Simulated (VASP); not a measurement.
Data:

```
CELL_PARAMETERS angstrom
      0.00000     3.07828     3.07828
      3.07828     0.00000     3.07828
      3.07828     3.07828     0.00000
ATOMIC_POSITIONS crystal
  Cd 0.00000 0.00000 0.00000
  Se 0.25000 0.25000 0.25000
```

These are revTPSS meta-GGA, VASP's PBE PAW potentials (set 64) (plane waves; VASP) values and carry that method's errors. Numerical set-up: 520 eV cut-off, 8×8×8 Γ-centred mesh, Gaussian smearing of 0.050 eV, potentials Cd Se.

Q: Estimate the energy per atom (σ→0), band gap (on the k-mesh) with the smallest direct gap where there is one.

A: 
The band gap (on the k-mesh) comes out as 0.73 eV and the smallest direct gap (on the k-mesh) is 0.73 eV. The energy per atom (σ→0) comes out as 9.304 eV/atom.

Total energies compare only between runs with the same potentials, cut-off and functional.

The compound is CdSe in the zinc blende structure, whereas wurtzite is the usual form. It was relaxed first, which changed the volume by +5 %.
